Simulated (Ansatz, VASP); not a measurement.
# ZnSe (Stilleite) in two plane-wave programs, part 2 of 2

Aim: how closely do two programs agree when they are given the same cell, functional and k mesh? The cell is taken from a series of runs on this material, whose earlier steps may have relaxed, scaled, displaced or heated it; both programs get it as it stands.

VASP 6.6.1 and Ansatz 0.2.0.

So far: The structure; VASP: zone-centre phonons, LDA, pair 1.

### Step 3. Ansatz: zone-centre phonons, LDA, pair 1

Level of this step: Ansatz beside VASP: Kohn-Sham DFT, plane waves, LDA (Ansatz).

Ansatz runs on its PAW soft_1 files.

The same cell, functional (in two slightly different forms) and mesh now go to Ansatz, which takes its cutoff from its data sets.

Contents of input.yaml:

```yaml
crystal:
  lattice:
    - [0.0, 2.8021109013, 2.8021109013]
    - [2.8021109013, 0.0, 2.8021109013]
    - [2.8021109013, 2.8021109013, 0.0]
  atoms:
    - { symbol: Zn, position: [0.0, 0.0, 0.0] }
    - { symbol: Se, position: [0.75, 0.75, 0.75] }
kpoints:
  mp_grid: { grid: [12, 12, 12] }
hamiltonian:
  xc: lda
  pseudopotentials: { kind: paw, azcp: { folder: soft_1 }, xc_functional: pbe }
scf:
  occupations: { method: fixed }
output:
  eigenvalues: true
phonons:
  method: dfpt
  dielectric: true
  rigid_motions: translations
```

Started as:

```sh
$ ansatz run input.yaml --threads 4 --pin off --max-ram 10240MiB --backend cpu --events-out ev --progress --plain --runs-dir out
```

Numbers of over 12 decimals in the logs are rounded to 6 here.

The log of the run:

```text
Engine: ansatz 0.2.0, x86_64-unknown-linux-gnu
Pseudopotentials: kind: paw
Pseudopotential: Zn, paw, valence charge 12, recommended cutoff 420 eV (normal), soft_1/Zn.paw.azcp
Pseudopotential: Se, paw, valence charge 16, recommended cutoff 420 eV (normal), soft_1/Se.paw.azcp
Functional definition: SPW92
  exchange = slater_x
  correlation = pw_c
Crystal: 2 atoms, lattice volume = 44.003 Å³
Basis set: ecut = 420 eV, 869 PW (Γ), exchange–correlation on 54×54×54 points (8 copies of the dense FFT grid, shifted against one another)
Bands: 18, of which v1, the nominal top of the filled ones, is band 14 counted from 1 (13 counted from 0)
Symmetry: 24 space group operations
k-points: 280 of 1728 (irreducible under 4 space group operations, time reversal used)
Non-local potential: Zn, projectors of the file, l = 0: 2, l = 1: 2, l = 2: 3, l = 3: 1
Non-local potential: Se, projectors of the file, l = 0: 2, l = 1: 2, l = 2: 3, l = 3: 1
PAW form: soft (Blöchl's): semilocal exchange-correlation on the pseudo side does not see the compensation charge
PAW frozen core: Zn, regenerated for the run's functional, and the local potential with it (the file was generated under x = pbe(κ = 0.804, μ = 0.219515), c = pbe(β = 0.066725))
PAW frozen core: Se, regenerated for the run's functional, and the local potential with it (the file was generated under x = pbe(κ = 0.804, μ = 0.219515), c = pbe(β = 0.066725))
PAW one-centre angular grid: Zn, 590 points (default); XC on 64 Gauss nodes
PAW one-centre angular grid: Se, 590 points (default); XC on 64 Gauss nodes
Initial density: superposition of atomic densities (chi_scale 0.1, normalization cell, long waves kept (reshape's long-wave potential 0.00 eV rms))
Initial wavefunctions: pseudopotential atomic-orbital guess
Functional: x = slater, c = lda
SCF iter   1: F=—  HF=-8631.207879 eV  |F-HF|=—  |Δ(HF+E_count)|=         —  Δρ=5.94e-2  dr2=9.98e-1  ethr=3.10e-3  ⟨swp⟩=4.3  Hψ=24179  notcnv=0  defer=447
preconditioner: auto → none  [insulator: Δε(μ)=1.136 eV  Ē_g=12.926 eV  n_scr=14 (ndim 8)  ℏωp=23.7 eV  f_vac=0.041  ε∞_Penn≈4.4]
SCF iter   2: F=—  HF=-8630.952602 eV  |F-HF|=—  |Δ(HF+E_count)|=   2.55e-1  Δρ=2.66e-2  dr2=1.94e-1  ethr=3.10e-3  ⟨swp⟩=3.0  Hψ=11106  notcnv=0  defer=513
SCF iter   3: F=—  HF=-8630.865436 eV  |F-HF|=—  |Δ(HF+E_count)|=   8.72e-2  Δρ=1.16e-2  dr2=3.10e-2  ethr=6.93e-4  ⟨swp⟩=2.0  Hψ=10091  notcnv=0  defer=525
SCF iter   4: F=—  HF=-8630.857435 eV  |F-HF|=—  |Δ(HF+E_count)|=   8.00e-3  Δρ=2.77e-3  dr2=1.86e-3  ethr=1.11e-4  ⟨swp⟩=2.1  Hψ=10161  notcnv=0  defer=544
SCF iter   5: F=—  HF=-8630.857715 eV  |F-HF|=—  |Δ(HF+E_count)|=   2.80e-4  Δρ=1.02e-3  dr2=3.11e-4  ethr=6.63e-6  ⟨swp⟩=2.1  Hψ=8162  notcnv=0  defer=550
SCF iter   6: F=—  HF=-8630.857773 eV  |F-HF|=—  |Δ(HF+E_count)|=   5.83e-5  Δρ=6.40e-5  dr2=1.27e-6  ethr=1.11e-6  ⟨swp⟩=2.0  Hψ=9520  notcnv=0  defer=548
SCF iter   7: F=—  HF=-8630.857771 eV  |F-HF|=—  |Δ(HF+E_count)|=   1.97e-6  Δρ=2.40e-5  dr2=2.40e-7  ethr=4.52e-9  ⟨swp⟩=2.0  Hψ=8960  notcnv=0  defer=72
SCF iter   8: F=—  HF=-8630.857771 eV  |F-HF|=—  |Δ(HF+E_count)|=   9.30e-8  Δρ=7.82e-6  dr2=1.35e-8  ethr=8.55e-10  ⟨swp⟩=2.2  Hψ=7694  notcnv=0  defer=72
SCF iter   9: F=-8630.857771 eV  HF=-8630.857771 eV  |F-HF|=5.64e-11  |Δ(HF+E_count)|=   3.08e-9  Δρ=4.57e-7  dr2=4.37e-11  ethr=1.00e-12  ⟨swp⟩=7.5  Hψ=37450  notcnv=0
SCF 1 converged in 9 iterations: F = -8630.857771 eV  dr2 = 4.37e-11
  greatest PAW one-centre occupation: 1.000 electrons in one spin orbital (limit 2), on the Se atom at site 1 (counted from 0), in its partial waves of l = 2
NSCF: frozen V_eff on 1 k-points
DFPT response loops at Γ: preconditioner auto → none (the input reference at scf.mixing.eps_inf says where Resta's filter doesn't serve); β = 0.50; Broyden in place of MSR1
── the response to a field inside a basis, on 14×14×14 k-points: an SCF that follows is theirs, and a resumed run solves both again ──
Bands: 15, of which v1, the nominal top of the filled ones, is band 14 counted from 1 (13 counted from 0)
k-points: 280
Initial density: handed on by an earlier stage of this run
Initial wavefunctions: pseudopotential atomic-orbital guess (no wavefunctions were taken with the density)
Eigensolver: Dense (280 Hₖ)
SCF iter   1: F=—  HF=-8630.856310 eV  |F-HF|=—  |Δ(HF+E_count)|=         —  Δρ=1.31e-4  dr2=2.35e-6  ethr=1.00e-1
preconditioner: auto → none  [insulator: Δε(μ)=1.250 eV  Ē_g=9.599 eV  n_scr=14 (ndim 8)  ℏωp=23.7 eV  f_vac=0.097  ε∞_Penn≈7.1]
SCF iter   2: F=—  HF=-8630.856309 eV  |F-HF|=—  |Δ(HF+E_count)|=   1.45e-6  Δρ=1.45e-4  dr2=3.97e-6  ethr=8.39e-9
SCF iter   3: F=—  HF=-8630.856310 eV  |F-HF|=—  |Δ(HF+E_count)|=   1.11e-6  Δρ=1.00e-4  dr2=2.58e-6  ethr=8.39e-9
SCF iter   4: F=-8630.856309 eV  HF=-8630.856309 eV  |F-HF|=1.92e-8  |Δ(HF+E_count)|=   1.40e-6  Δρ=1.09e-5  dr2=2.80e-8  ethr=8.39e-9
SCF 1 converged in 4 iterations: F = -8630.856309 eV  dr2 = 2.80e-8
DFPT response loops at Γ: mixed as the last ones told, above
WARN: field response: ε∞ stands inside a basis, on 14×14×14 points; the force constants stand on the 12×12×12 k-mesh, whose period is 11.94 times the interband length at k = (0.0000, 0.0000, 0.0000), direct gap 1.165 eV, under 14: take them and everything formed from them as unconverged, and compare with a denser kpoints.mp_grid
SCF converged after 9 iterations
Free energy (F): -8630.857771 eV
Harris-Foulkes:  -8630.857771 eV  (|F-HF|=5.64e-11)
Internal energy: -8630.857771 eV  (E = F + TS)
E sigma→0 (E₀):  -8630.857771 eV
Fermi energy:    6.677627 eV
--- Per-component energies (eV) ---
  E_band       = -390.683680
  E_kinetic    = 260.063714
  E_local      = -4798.660640  (includes V_loc(G=0)·N_el)
  E_nonlocal   = 471.864814
  E_hartree    = 2217.828884
  E_xc         = -162.840266
  E_vxc        = -142.635072  (∫ρ·V_xc dr)
  E_paw        = -3871.174137  (= ΣΔE_a)
  E_vpaw       = -616.973734  (= ΣTr[D̂ρ^β])
  E_aug_tail   = -0.000629  (compensation charges beyond the density's cutoff)
  E_ewald      = -2751.714014
  E_core_change = 3.774503  (= ΣΔE_core)
  E_smearing   = -0.000000  (= −TS)
  E_closure    = 0.000000  (closes the sum)
  Σ components = -8630.857771   (vs F -8630.857771, Δ=0.00e0)
--- Band table (eV; the first three rows and the last of 280) ---
  k-point 0: bands = [... 10 lower, 0.2838, 6.6776, 6.6776, 6.6776, 7.8428, 12.3822, 12.3822, 12.3822]
  k-point 1: bands = [... 10 lower, 0.2829, 5.8742, 6.6010, 6.6010, 8.4946, 12.3093, 12.5100, 12.5100]
  k-point 2: bands = [... 10 lower, 0.2817, 4.6626, 6.4062, 6.4062, 9.1474, 12.4536, 12.8028, 12.8028]
  k-point 279: bands = [... 10 lower, 0.6122, 1.7612, 3.7382, 3.8188, 12.0261, 12.2722, 13.5617, 14.2415]
--- Phonons (Γ-DFPT): 2 representative perturbations + reference, on 280 of 1728 k-points (Σ response iterations 7) ---
  k mesh reduced under 4 symmetry operations, with k and −k counted as one. Each operation leaves every solved perturbation unchanged. A smaller set is not considered because the run solves the response to a homogeneous field
  ASR residual: 2.933e-4 → 0.000e0 eV/Å²; symmetrization residual: 3.467e-6 eV/Å²
  ASR residual per site (eV/Å²): 2.93e-4 2.59e-4
  Γ frequencies (cm⁻¹): 0.00 0.00 0.00 210.54 210.54 210.54
  ε∞ (high-frequency dielectric tensor):
        7.570686     0.000000     0.000000
        0.000000     7.570686     0.000000
        0.000000     0.000000     7.570686
  ε⁰ (static dielectric tensor: ions relaxed, cell fixed):
       10.392160    -0.000000    -0.000000
       -0.000000    10.392160     0.000000
       -0.000000     0.000000    10.392160
  ε⁰ − ε∞ (ionic part):
        2.821474    -0.000000    -0.000000
       -0.000000     2.821474     0.000000
       -0.000000     0.000000     2.821474
  softest optical mode at Γ: 210.54 cm⁻¹; the repairs (sum rule, projections) moved no ω² at Γ by more than (1.14 cm⁻¹)²
  Born effective charges Z* (e; rows j = field, columns β = displacement):
    site 0:
         2.00009   -0.00000   -0.00000
         0.00000    2.00009   -0.00000
         0.00000   -0.00000    2.00009
    site 1:
        -2.00009    0.00000    0.00000
        -0.00000   -2.00009    0.00000
        -0.00000    0.00000   -2.00009
  Z* charge neutrality: 3.915e-4 e pre-enforcement
  solved inside a basis spanned on kpoints, on 14×14×14 k-points transformed towards the longest dipole: ε∞ is read to err by 2.0e-2, Z* by 1.7e-2 e (field_mesh: kpoints solves on kpoints); Z* is corrected for what the basis lacks
  optical modes at Γ without the LO–TO term, one row a degenerate level:
      ω (cm⁻¹)  modes    IR ((D/Å)²/amu)
        210.54      3             7.7409
  optical modes at Γ + LO–TO along q̂ = [1.0000, 0.0000, 0.0000]:
      ω (cm⁻¹)  modes    IR ((D/Å)²/amu)
        210.54      2             5.1606
        246.67      1             2.5803
  optical modes at Γ + LO–TO along q̂ = [0.0000, 1.0000, 0.0000]:
      ω (cm⁻¹)  modes    IR ((D/Å)²/amu)
        210.54      2             5.1606
        246.67      1             2.5803
  optical modes at Γ + LO–TO along q̂ = [0.0000, 0.0000, 1.0000]:
      ω (cm⁻¹)  modes    IR ((D/Å)²/amu)
        210.54      2             5.1606
        246.67      1             2.5803
```

### Step 4. Side by side

Known differences besides the potentials themselves: the two LDA forms differ slightly; fixed occupations in Ansatz, narrow Gaussian smearing in VASP; VASP's response is taken on the typed mesh, Ansatz refines its own for the field response alone; the data sets hold 28 valence electrons in Ansatz (on its PAW soft_1 files) and 18 in VASP; the cutoff is 420 eV in Ansatz and 500 eV in VASP; VASP's log shows a relativistic correction to its local exchange, Ansatz's none; VASP's log repeats an internal error in its field response. Total energies have different zeros and are not compared.

Compared:

```tsv
quantity	Ansatz	VASP	difference
ε∞ xx	7.57	7.61	-0.45 %
ε∞ yy	7.57	7.61	-0.45 %
ε∞ zz	7.57	7.61	-0.45 %
Born charge of Zn1 (mean of the diagonal) (e)	2.00	2.00	0.00
Born charge of Se2 (mean of the diagonal) (e)	-2.00	-2.00	0.00
optical mode 1 to 3 (cm⁻¹)	210.5	212.2	-0.80 %
```

Modes are paired by rising frequency, not by their patterns, so a pair may set unlike modes beside each other; they are those without the splitting of longitudinal modes.

### Step 5. VASP: zone-centre phonons, LDA, pair 2

Second derivatives magnify differences that forces hide, and they need a tight electronic threshold. The cell compared in this pair holds 44.87 Å³, against 44.00 Å³ for the pair before.

Contents of INCAR:

```
SYSTEM = ZnSe
PREC = Accurate
ENCUT = 500
EDIFF = 1E-08
NELM = 120
ISMEAR = 0
SIGMA = 0.01
LREAL = .FALSE.
ALGO = Normal
GGA = CA
NBANDS = 15
LORBIT = 11
LWAVE = .FALSE.
LCHARG = .FALSE.
ISIF = 2
IBRION = 8
LEPSILON = .TRUE.
LASPH = .TRUE.
GGA_COMPAT = .FALSE.
EFERMI = MIDGAP
KPAR = 2
```

Contents of POSCAR:

```
ZnSe
1.0
    0.0000000000      2.8203069365      2.8203069365
    2.8203069365      0.0000000000      2.8203069365
    2.8203069365      2.8203069365      0.0000000000
Zn Se
1 1
Direct
    0.0000000000      0.0000000000      0.0000000000
    0.7500000000      0.7500000000      0.7500000000
```

Contents of KPOINTS:

```
Automatic mesh
0
Gamma
12 12 12
0 0 0
```

Potentials, in the order of the species: Zn and Se (LDA family, release 64).

Started as:

```sh
$ mpirun -np 2 vasp_std
```

The log of the run:

```text
[... set-up lines as in an earlier step ...]
 entering main loop
       N       E                     dE             d eps       ncg     rms          rms(c)
DAV:   1     0.854684033427E+02    0.85468E+02   -0.87169E+03  2160   0.134E+03
DAV:   2    -0.216072664483E+01   -0.87629E+02   -0.82920E+02  2384   0.258E+02
DAV:   3    -0.762324578161E+01   -0.54625E+01   -0.54393E+01  2664   0.640E+01
DAV:   4    -0.766928264360E+01   -0.46037E-01   -0.46031E-01  2538   0.630E+00
[...]
DAV:  12    -0.736212169468E+01   -0.80968E-07   -0.19570E-06  2615   0.992E-03    0.124E-03
DAV:  13    -0.736212171087E+01   -0.16192E-07   -0.62892E-08  2615   0.292E-03    0.484E-04
DAV:  14    -0.736212171147E+01   -0.59640E-09   -0.23481E-09  1633   0.602E-04
   1 F= -.73621217E+01 E0= -.73621217E+01  d E =0.000000E+00
 Linear response reoptimize wavefunctions to high precision
DAV:   1    -0.736212171094E+01    0.52978E-09   -0.13320E-09  1955   0.622E-04
DAV:   2    -0.736212171101E+01   -0.74806E-10   -0.48472E-10  1297   0.168E-04
 Linear response G [H, r] |phi>, progress :
  Direction:   1
[...]
RMM:  10    -0.210690062698E+00   -0.64945E-10    0.48670E-09 14848   0.217E-05    0.195E-06
 first order change of Fermi-energy   0.24387E+00
 force on displaced ion       1 direction 1 :  -5.572  -0.000  -0.000
 Born effective charge ion    1 direction 1 :   2.029   0.000   0.000
 Linear response progress:
  Degree of freedom:   2/  2
       N       E                     dE             d eps       ncg     rms          rms(c)
RMM:   1    -0.826621286294E-01   -0.82662E-01    0.10415E-01 20216   0.172E+00
RMM:   2    -0.821272934244E-01    0.53484E-03   -0.30870E-03 13236   0.481E-01    0.116E-01
RMM:   3    -0.822762977761E-01   -0.14900E-03   -0.16048E-04 14724   0.990E-02    0.632E-02
RMM:   4    -0.825510436527E-01   -0.27475E-03   -0.48148E-05 14939   0.442E-02    0.781E-03
[...]
RMM:  10    -0.825455255877E-01    0.10533E-06    0.64212E-09 15680   0.269E-05    0.449E-06
RMM:  11    -0.825455427731E-01   -0.17185E-07    0.42643E-09 13970   0.134E-05    0.184E-06
RMM:  12    -0.825455474053E-01   -0.46322E-08    0.54218E-09  8748   0.908E-06    0.211E-07
 first order change of Fermi-energy  -0.24365E+00
 force on displaced ion       2 direction 1 :  -5.571   0.000   0.000
 Born effective charge ion    2 direction 1 :  -2.035   0.000   0.000
 Born effective charges drift removed
 Linear response finished
```

Parts of OUTCAR (step 5):

```text
  Total       -0.6297742     -0.6297742     -0.6297742     -0.0000000      0.0000000      0.0000000
  in kB      -22.4893187    -22.4893187    -22.4893187     -0.0000000      0.0000000      0.0000000
  external PRESSURE =     -22.4893187 kB  Pullay stress =       0.0000000 kB

 POSITION                                       TOTAL-FORCE (eV/Angst)
 -----------------------------------------------------------------------------------
      0.00000      0.00000      0.00000        -0.000000     -0.000000     -0.000000
      4.23046      4.23046      4.23046         0.000000      0.000000      0.000000
 -----------------------------------------------------------------------------------
    total drift:                                0.000000      0.000000      0.000000

 MACROSCOPIC STATIC DIELECTRIC TENSOR (including local field effects in DFT)
 ------------------------------------------------------
           7.703215     0.000000    -0.000000
           0.000000     7.703215    -0.000000
           0.000000     0.000000     7.703215
 ------------------------------------------------------

 MACROSCOPIC STATIC DIELECTRIC TENSOR IONIC CONTRIBUTION
 ------------------------------------------------------
           2.991998     0.000000     0.000000
           0.000000     2.991998     0.000000
           0.000000     0.000000     2.991998
 ------------------------------------------------------

[... 1 part as in an earlier step ...]

[... 1 further part left out ...]
```

### Step 6. Ansatz: zone-centre phonons, LDA, pair 2

The same cell, functional (in two slightly different forms) and mesh now go to Ansatz, which takes its cutoff from its data sets.

The cell is taken from a series of runs on this material, whose earlier steps may have relaxed, scaled, displaced or heated it; both programs get it as it stands.

input.yaml, the sections that differ from step 3:

```yaml
crystal:
  lattice:
    - [0.0, 2.8203069365, 2.8203069365]
    - [2.8203069365, 0.0, 2.8203069365]
    - [2.8203069365, 2.8203069365, 0.0]
  atoms:
    - { symbol: Zn, position: [0.0, 0.0, 0.0] }
    - { symbol: Se, position: [0.75, 0.75, 0.75] }
# kpoints, hamiltonian, scf, output, phonons: as in step 3
```

Started as:

```sh
$ ansatz run input.yaml --threads 4 --pin off --max-ram 10240MiB --backend cpu --events-out ev --progress --plain --runs-dir out
```

The log of the run:

```text
[...]
Crystal: 2 atoms, lattice volume = 44.866 Å³
Basis set: ecut = 420 eV, 893 PW (Γ), exchange–correlation on 54×54×54 points (8 copies of the dense FFT grid, shifted against one another)
Bands: 18, of which v1, the nominal top of the filled ones, is band 14 counted from 1 (13 counted from 0)
Symmetry: 24 space group operations
k-points: 280 of 1728 (irreducible under 4 space group operations, time reversal used)
[...]
optical modes at Γ + LO–TO along q̂ = [1.0000, 0.0000, 0.0000]:
      ω (cm⁻¹)  modes    IR ((D/Å)²/amu)
[...]
optical modes at Γ + LO–TO along q̂ = [0.0000, 1.0000, 0.0000]:
      ω (cm⁻¹)  modes    IR ((D/Å)²/amu)
        203.54      2             5.3209
        240.79      1             2.6604
  optical modes at Γ + LO–TO along q̂ = [0.0000, 0.0000, 1.0000]:
      ω (cm⁻¹)  modes    IR ((D/Å)²/amu)
        203.54      2             5.3209
        240.79      1             2.6604
[key lines of the parts left out:]
SCF converged after 10 iterations
Free energy (F): -8630.847116 eV
Fermi energy:    6.409563 eV
```

### Step 7. Side by side

What differs besides the data sets and the points named for the pairs above, as far as they apply: the data sets hold 28 valence electrons in Ansatz (on its PAW soft_1 files) and 18 in VASP. Total energies have different zeros and are not compared.

Both answers:

```tsv
quantity	Ansatz	VASP	difference
ε∞ xx	7.64	7.70	-0.79 %
ε∞ yy	7.64	7.70	-0.79 %
ε∞ zz	7.64	7.70	-0.79 %
Born charge of Zn1 (mean of the diagonal) (e)	2.03	2.03	0.00
Born charge of Se2 (mean of the diagonal) (e)	-2.03	-2.03	0.00
optical mode 1 to 3 (cm⁻¹)	203.5	205.8	-1.11 %
```

Modes are paired by rising frequency, not by their patterns, so a pair may set unlike modes beside each other; they are those without the splitting of longitudinal modes.

### Step 8. Summary of results

| Item | Value |
| --- | --- |
| r.m.s. difference of the optical zone-centre modes, each program's sorted by frequency (zone-centre phonons, LDA, pair 1) | 1.7 cm⁻¹ |
| difference in optical mode 1 to 3 (zone-centre phonons, LDA, pair 1) | -0.8 % |
| r.m.s. difference of the optical zone-centre modes, each program's sorted by frequency (zone-centre phonons, LDA, pair 2) | 2.3 cm⁻¹ |
| difference in optical mode 1 to 3 (zone-centre phonons, LDA, pair 2) | -1.1 % |

What this shows: The r.m.s. difference of the optical zone-centre modes, each program's sorted by frequency is 1.7 cm⁻¹ (zone-centre phonons, LDA, pair 1). The data sets hold unlike numbers of valence electrons (28 in Ansatz and 18 in VASP), so part of the differences comes from the potentials. Among the rows given in per cent, the largest difference of the zone-centre phonons, LDA, pair 1 pair is in optical mode 1 to 3, -0.8 %. Among the rows given in per cent, the largest difference of the zone-centre phonons, LDA, pair 2 pair is in optical mode 1 to 3, -1.1 %. Such differences can come from data sets, numerical settings and the points named under the comparisons, not from the functional's error against experiment.

[Lines on the potential files, build, host, timing and source positions are cut from VASP's logs without a mark.]

[Logs are printed without paths, hosts, clocks, repeated set-up lines and the standing remarks that a program may print on its own settings, such as how far it seeks lower states.]

[Hosts, paths, dates, database ids (printed as entryN), source tags and the programs' standing remarks are cut or masked in the printed files.]
